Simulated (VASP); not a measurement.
Output of a VASP run:

### OUTCAR
```
 ion  position               nearest neighbor table
   1  0.000  0.000  0.000-   3 2.96   4 2.96   5 2.96   3 2.96   4 2.96   4 2.96   5 2.96   4 2.96
                             3 2.96   5 2.96   3 2.96   5 2.96   2 3.63   2 3.63   2 3.63   2 3.63
   2  0.500  0.500  0.500-   3 2.10   4 2.10   5 2.10   5 2.10   3 2.10   4 2.10   1 3.63   1 3.63
                             1 3.63   1 3.63   1 3.63   1 3.63   1 3.63   1 3.63
   3  0.500  0.000  0.500-   2 2.10   2 2.10   1 2.96   1 2.96   1 2.96   1 2.96
   4  0.000  0.500  0.500-   2 2.10   2 2.10   1 2.96   1 2.96   1 2.96   1 2.96
   5  0.500  0.500  0.000-   2 2.10   2 2.10   1 2.96   1 2.96   1 2.96   1 2.96
  LATTYP: Found a simple cubic cell.
 ALAT       =     4.1900000000
 Subroutine PRICEL returns:
 Original cell was already a primitive cell.
 Subroutine GETGRP returns: Found 48 space group operations
The static configuration has the point symmetry O_h .
The dynamic configuration has the point symmetry O_h .
 Subroutine INISYM returns: Found 48 space group operations
 Subroutine IBZKPT returns following result:
 Found     10 irreducible k-points:

 Following reciprocal coordinates:
            Coordinates               Weight
  0.000000  0.000000  0.000000      1.000000
  0.200000  0.000000  0.000000      6.000000
  0.400000  0.000000  0.000000      6.000000
  0.200000  0.200000  0.000000     12.000000
  0.400000  0.200000  0.000000     24.000000
  0.400000  0.400000  0.000000     12.000000
  0.200000  0.200000  0.200000      8.000000
  0.400000  0.200000  0.200000     24.000000
  0.400000  0.400000  0.200000     24.000000
  0.400000  0.400000  0.400000      8.000000
   k-points           NKPTS =     10   k-points in BZ     NKDIM =     10   number of bands    NBANDS=     24
   number of dos      NEDOS =    301   number of ions     NIONS =      5
   total plane-waves  NPLWV =  32768
   dimension x,y,z NGX =    32 NGY =   32 NGZ =   32
   dimension x,y,z NGXF=    64 NGYF=   64 NGZF=   64
   ions per type =               1   1   3
   PREC   = accura    normal or accurate (medium, high low for compatibility)
   ISTART =      0    job   : 0-new  1-cont  2-samecut
   ICHARG =      2    charge: 1-file 2-atom 10-const
   ISPIN  =      1    spin polarized calculation?
   LNONCOLLINEAR =      F non collinear calculations
   LSORBIT =      F    spin-orbit coupling
   INIWAV =      1    electr: 0-lowe 1-rand  2-diag
   ENCUT  =  520.0 eV  38.22 Ry    6.18 a.u.   7.79  7.79  7.79*2*pi/ulx,y,z
   NELM   =    100;   NELMIN=  2; NELMDL= -5     # of ELM steps
   EDIFF  = 0.1E-05   stopping-criterion for ELM
   LREAL  =      F    real-space projection
   NLSPLINE    = F    spline interpolate recip. space projectors
   LMAXMIX     =    4 max onsite mixed and CHGCAR
   VOSKOWN=      0    Vosko Wilk Nusair interpolation
   EDIFFG = -.2E-01   stopping-criterion for IOM
   NSW    =     60    number of steps for IOM
   NBLOCK =      1;   KBLOCK =     60    inner block; outer block
   IBRION =      2    ionic relax: 0-MD 1-quasi-New 2-CG
   NFREE  =      1    steps in history (QN), initial steepest desc. (CG)
   ISIF   =      3    stress and relaxation
   ISYM   =      2    0-nonsym 1-usesym 2-fastsym
   TEIN   =    0.0    initial temperature
   TEBEG  =    0.0;   TEEND  =   0.0 temperature during run
   SMASS  =  -3.00    Nose mass-parameter (am)
   PSTRESS=    0.0 pullay stress
   NELECT =      40.0000    total number of electrons
   EFERMI =   0.00;   METHOD = LEGACY
   ISMEAR =     0;   SIGMA  =   0.05  broadening in eV -4-tet -1-fermi 0-gaus
   IALGO  =     38    algorithm
   LDIAG  =      T    sub-space diagonalisation (order eigenvalues)
   IMIX   =      4    mixing-type and parameters
     AMIX     =   0.40;   BMIX     =  1.00
     AMIX_MAG =   1.60;   BMIX_MAG =  1.00
     AMIN     =   0.10
   METAGGA = R2SCAN    functional components
   VOSKOWN =     0    Vosko Wilk Nusair interpolation
   LHFCALC =     F    Hartree Fock is set to
   LHFONE  =     F    Hartree Fock one center treatment
   AEXX    =    0.0000 exact exchange contribution
   IVDW    =     0    specifies the selected vdW correction
   LEPSILON=     F    determine dielectric tensor
   LRPA    =     F    only Hartree local field effects (RPA)
  energy-cutoff  :      520.00
...
```

OSZICAR:
```
...
DAV:  18    -0.850937364071E+02   -0.71601E-04   -0.23508E-04   544   0.161E-01    0.129E-01
DAV:  19    -0.850938963745E+02   -0.15997E-03   -0.14808E-04   520   0.134E-01    0.112E-01
DAV:  20    -0.850939331940E+02   -0.36820E-04   -0.33002E-05   616   0.466E-02    0.108E-01
DAV:  21    -0.850939321339E+02    0.10600E-05   -0.12196E-06   408   0.108E-02    0.105E-01
DAV:  22    -0.850939239630E+02    0.81709E-05   -0.49927E-06   552   0.181E-02    0.943E-02
DAV:  23    -0.850939257213E+02   -0.17583E-05   -0.11862E-05   736   0.349E-02    0.717E-02
DAV:  24    -0.850939237680E+02    0.19532E-05   -0.12218E-06   456   0.903E-03    0.650E-02
DAV:  25    -0.850939202711E+02    0.34969E-05   -0.12818E-06   376   0.107E-02    0.610E-02
DAV:  26    -0.850939145038E+02    0.57673E-05   -0.13525E-05   728   0.321E-02    0.290E-02
DAV:  27    -0.850939134779E+02    0.10259E-05   -0.69993E-06   600   0.205E-02    0.162E-02
DAV:  28    -0.850939137243E+02   -0.24633E-06   -0.11127E-06   448   0.109E-02
   1 F= -.85093914E+02 E0= -.85093914E+02  d E =-.850939E+02
       N       E                     dE             d eps       ncg     rms          rms(c)
DAV:   1    -0.853829538475E+02   -0.28904E+00   -0.10737E+01   528   0.287E+01    0.577E+00
DAV:   2    -0.851346318101E+02    0.24832E+00   -0.12260E+00   568   0.742E+00    0.226E+00
DAV:   3    -0.850879049622E+02    0.46727E-01   -0.12506E-01   648   0.288E+00    0.490E-01
DAV:   4    -0.850835506001E+02    0.43544E-02   -0.36168E-02   752   0.142E+00    0.445E-01
DAV:   5    -0.850698744620E+02    0.13676E-01   -0.21117E-02   608   0.129E+00    0.163E-01
DAV:   6    -0.850874396013E+02   -0.17565E-01   -0.92421E-03   520   0.988E-01    0.109E-01
DAV:   7    -0.850878076458E+02   -0.36804E-03   -0.19912E-03   880   0.345E-01    0.343E-02
DAV:   8    -0.850880982158E+02   -0.29057E-03   -0.34553E-04   672   0.196E-01    0.216E-02
DAV:   9    -0.850880975496E+02    0.66617E-06   -0.15609E-04   480   0.122E-01    0.111E-02
DAV:  10    -0.850881932261E+02   -0.95676E-04   -0.68654E-05   576   0.837E-02    0.487E-03
DAV:  11    -0.850881952195E+02   -0.19934E-05   -0.17303E-06   480   0.125E-02    0.226E-03
DAV:  12    -0.850881956099E+02   -0.39043E-06   -0.61869E-07   352   0.891E-03
   2 F= -.85088196E+02 E0= -.85088196E+02  d E =0.571811E-02
       N       E                     dE             d eps       ncg     rms          rms(c)
DAV:   1    -0.851993180126E+02   -0.11112E+00   -0.33143E+00   528   0.159E+01    0.323E+00
DAV:   2    -0.851193435190E+02    0.79974E-01   -0.36276E-01   560   0.410E+00    0.123E+00
DAV:   3    -0.851043788859E+02    0.14965E-01   -0.37806E-02   664   0.161E+00    0.246E-01
DAV:   4    -0.851039257257E+02    0.45316E-03   -0.90492E-03   696   0.738E-01    0.243E-01
DAV:   5    -0.850981482367E+02    0.57775E-02   -0.10674E-02   568   0.911E-01    0.126E-01
DAV:   6    -0.851040386212E+02   -0.58904E-02   -0.19055E-03   480   0.487E-01    0.737E-02
DAV:   7    -0.851046596636E+02   -0.62104E-03   -0.71848E-04   672   0.258E-01    0.192E-02
DAV:   8    -0.851050369396E+02   -0.37728E-03   -0.42244E-04   608   0.209E-01    0.108E-02
DAV:   9    -0.851050868955E+02   -0.49956E-04   -0.42519E-05   576   0.667E-02    0.123E-02
DAV:  10    -0.851050870434E+02   -0.14790E-06   -0.12619E-05   632   0.313E-02    0.498E-03
DAV:  11    -0.851050938805E+02   -0.68371E-05   -0.46066E-06   576   0.198E-02    0.226E-03
DAV:  12    -0.851050945634E+02   -0.68294E-06   -0.55281E-07   344   0.758E-03
   3 F= -.85105095E+02 E0= -.85105095E+02  d E =-.111808E-01
```

### OUTCAR
```
------------------------ aborting loop because EDIFF is reached ----------------------------------------
  FORCE on cell =-STRESS in cart. coord.  units (eV):
  Direction    XX          YY          ZZ          XY          YZ          ZX
  --------------------------------------------------------------------------------------
  Total       -0.0027913     -0.0027913     -0.0027913     -0.0000000     -0.0000000      0.0000000
  in kB       -0.0597659     -0.0597659     -0.0597659     -0.0000000     -0.0000000      0.0000000
  external PRESSURE =      -0.0597659 kB  Pullay stress =       0.0000000 kB
  volume of cell :       74.83
      direct lattice vectors                 reciprocal lattice vectors
     4.213947112 -0.000000000  0.000000000     0.237307202  0.000000000  0.000000000
    -0.000000000  4.213947112 -0.000000000     0.000000000  0.237307202  0.000000000
    -0.000000000 -0.000000000  4.213947112    -0.000000000  0.000000000  0.237307202
 POSITION                                       TOTAL-FORCE (eV/Angst)
 -----------------------------------------------------------------------------------
      0.00000      0.00000      0.00000        -0.000000      0.000000      0.000000
      2.10697      2.10697      2.10697         0.000000     -0.000000      0.000000
      2.10697     -0.00000      2.10697        -0.000000     -0.000000      0.000000
     -0.00000      2.10697      2.10697         0.000000     -0.000000      0.000000
      2.10697      2.10697      0.00000        -0.000000      0.000000      0.000000
 -----------------------------------------------------------------------------------
    total drift:                                0.000000     -0.000000     -0.000000
  FREE ENERGIE OF THE ION-ELECTRON SYSTEM (eV)
  ---------------------------------------------------
  free  energy   TOTEN  =       -85.1050945634 eV

  energy  without entropy=      -85.1050945634  energy(sigma->0) =      -85.10509456

 reached required accuracy - stopping structural energy minimisation
```
(Selected blocks of OUTCAR.)

### POSCAR
```
BaZrO3
1
    4.1900000000     0.0000000000     0.0000000000
    0.0000000000     4.1900000000     0.0000000000
    0.0000000000     0.0000000000     4.1900000000
Ba Zr O
1 1 3
Direct
  0.0000000000   0.0000000000   0.0000000000
  0.5000000000   0.5000000000   0.5000000000
  0.5000000000   0.0000000000   0.5000000000
  0.0000000000   0.5000000000   0.5000000000
  0.5000000000   0.5000000000   0.0000000000
```

Question: Write an INCAR and KPOINTS that could have produced this output.

Answer: Several could match; the one computed here: the input of the run itself, r2SCAN meta-GGA, plane waves, VASP's PBE PAW potentials (set 64).

File KPOINTS:
```
kpoints
0
Gamma
5 5 5
0 0 0
```

### INCAR
```
LMAXMIX=4
ISIF=3
NELM=100   ! most electronic steps
IBRION=2
NSW=60   ! most ionic steps
LREAL=.FALSE.   ! projection in real space or not
METAGGA=R2SCAN
EDIFF=1E-6   ! SCF stop (eV)
ALGO=Normal   ! blocked Davidson
LWAVE=.FALSE.
ISMEAR=0   ! Gaussian
LASPH=.TRUE.
PREC=Accurate
SIGMA=0.05   ! width (eV)
SYSTEM=BaZrO3
LMIXTAU=.TRUE.
EDIFFG=-0.02   ! ionic stop
ENCUT=520
LCHARG=.FALSE.
```

POTCAR, in this order: Ba_sv Zr_sv O (PBE.64 set). Program: vasp_std.

The compound is BaZrO3 in the cubic perovskite structure. This run relaxes it. Symmetry was kept, so distortions that lower it aren't found. The start is the result of an earlier pass.
